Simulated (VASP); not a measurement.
Output of a VASP run:

### OSZICAR
```
       N       E                     dE             d eps       ncg     rms          rms(c)
DAV:   1     0.241609611793E+03    0.24161E+03   -0.13583E+04    80   0.181E+03
DAV:   2     0.125146676140E+01   -0.24036E+03   -0.22286E+03    84   0.392E+02
DAV:   3    -0.275532980034E+02   -0.28805E+02   -0.22610E+02    84   0.143E+02
DAV:   4    -0.288333086250E+02   -0.12800E+01   -0.11951E+01    84   0.255E+01
DAV:   5    -0.288708743505E+02   -0.37566E-01   -0.37265E-01   108   0.482E+00    0.265E+01
DAV:   6    -0.402342388786E+02   -0.11363E+02   -0.17197E+02   112   0.161E+02    0.424E+01
DAV:   7    -0.238407434174E+02    0.16393E+02   -0.28282E+01    80   0.953E+01    0.106E+01
DAV:   8    -0.236380124340E+02    0.20273E+00   -0.59238E+00   112   0.269E+01    0.419E+00
DAV:   9    -0.236469622017E+02   -0.89498E-02   -0.27487E-01   104   0.766E+00    0.196E+00
DAV:  10    -0.236506381548E+02   -0.36760E-02   -0.61298E-02   120   0.504E+00    0.625E-01
DAV:  11    -0.236504345380E+02    0.20362E-03   -0.15770E-02   104   0.206E+00    0.311E-01
DAV:  12    -0.236503859406E+02    0.48597E-04   -0.20975E-03   112   0.596E-01    0.160E-01
DAV:  13    -0.236503189766E+02    0.66964E-04   -0.58020E-04    96   0.360E-01    0.617E-02
DAV:  14    -0.236503196914E+02   -0.71488E-06   -0.15182E-04   104   0.161E-01    0.285E-02
DAV:  15    -0.236503180264E+02    0.16650E-05   -0.13523E-05    80   0.579E-02    0.105E-02
DAV:  16    -0.236503179598E+02    0.66625E-07   -0.17486E-06    56   0.165E-02
   1 F= -.23650318E+02 E0= -.23650318E+02  d E =-.124301E-10  mag=     0.0000
```

File OUTCAR:
```
------------------------ aborting loop because EDIFF is reached ----------------------------------------
  FORCE on cell =-STRESS in cart. coord.  units (eV):
  Direction    XX          YY          ZZ          XY          YZ          ZX
  --------------------------------------------------------------------------------------
  Total       -8.0962863     -8.0962863     -8.0962863      1.3806723      1.3806723      1.3806723
  in kB     -364.2140124   -364.2140124   -364.2140124     62.1099806     62.1099806     62.1099806
  external PRESSURE =    -364.2140124 kB  Pullay stress =       0.0000000 kB
  volume of cell :       35.62
      direct lattice vectors                 reciprocal lattice vectors
     4.145306000  2.072653000  2.072653000     0.361855072 -0.120618357 -0.120618357
     2.072653000  4.145306000  2.072653000    -0.120618357  0.361855072 -0.120618357
     2.072653000  2.072653000  4.145306000    -0.120618357 -0.120618357  0.361855072
 POSITION                                       TOTAL-FORCE (eV/Angst)
 -----------------------------------------------------------------------------------
      0.00000      0.00000      0.00000        -0.000000     -0.000000      0.000000
      4.14531      4.14531      4.14531        -0.000000     -0.000000      0.000000
      2.07265      2.07265      2.07265        -0.000000      0.000000      0.000000
      6.21796      6.21796      6.21796         0.000000      0.000000     -0.000000
 -----------------------------------------------------------------------------------
    total drift:                                0.000000      0.000000      0.000000
  FREE ENERGIE OF THE ION-ELECTRON SYSTEM (eV)
  ---------------------------------------------------
  free  energy   TOTEN  =       -23.6503179598 eV

  energy  without entropy=      -23.6503179598  energy(sigma->0) =      -23.65031796

 total charge

# of ion       s       p       d       tot
------------------------------------------
    1        0.380   0.192   8.537   9.109
    2        0.380   0.192   8.537   9.109
    3        1.421   3.589   0.000   5.011
    4        1.421   3.589   0.000   5.011
--------------------------------------------------
tot          3.604   7.562  17.073  28.239

 magnetization (x)

# of ion       s       p       d       tot
------------------------------------------
    1       -0.000  -0.000  -0.000  -0.000
    2        0.000   0.000   0.000   0.000
    3        0.000   0.000   0.000   0.000
    4        0.000   0.000   0.000   0.000
--------------------------------------------------
tot          0.000   0.000   0.000   0.000
```
(Selected blocks of OUTCAR.)

File POSCAR:
```
NiO
1
    4.1453060000     2.0726530000     2.0726530000
    2.0726530000     4.1453060000     2.0726530000
    2.0726530000     2.0726530000     4.1453060000
Ni O
2 2
Direct
  0.0000000000   0.0000000000   0.0000000000
  0.5000000000   0.5000000000   0.5000000000
  0.2500000000   0.2500000000   0.2500000000
  0.7500000000   0.7500000000   0.7500000000
```

Reconstruct the remaining input files.

One answer among several that fit: the input of the run itself, LDA (Ceperley-Alder, Perdew-Zunger), plane waves, VASP's LDA PAW potentials (set 64).

**KPOINTS**
```
Automatic mesh
0
Gamma
1 1 1
0 0 0
```

### INCAR
```
# general
SYSTEM =NiO
PREC   =Accurate
ENCUT  =400   # plane-wave cut-off (eV)
LREAL  =.False.   # projection in real space or not
LASPH  =.True.

# electronic loop
EDIFF  =1E-6
NELM   =100
ALGO   =Normal
LMAXMIX=4   # l cut-off of mixed one-centre charges

# smearing
ISMEAR =-1   # Fermi-Dirac
SIGMA  =0.01

# spin
ISPIN  =2
MAGMOM =2.0 -2.0 2*0.0

# ions
ISIF   =2

# output
LWAVE  =.False.
LCHARG =.False.
LORBIT =11   # lm-projected
```

POTCAR, in this order: Ni O (LDA.64 set). Program: vasp_std.

At this cut-off the stress carries a Pulay error, which pulls relaxed volumes low.

The structure is a typed NiO crystal (Fm-3m). The cell was not relaxed at this level. The k-mesh is coarse (spacing up to 2.51 per Å, 2π included), so the numbers may not be converged in it. The run is one of a series of settings (KPOINTS 1×1×1 Γ-centred mesh against the base run), some of them coarse on purpose.
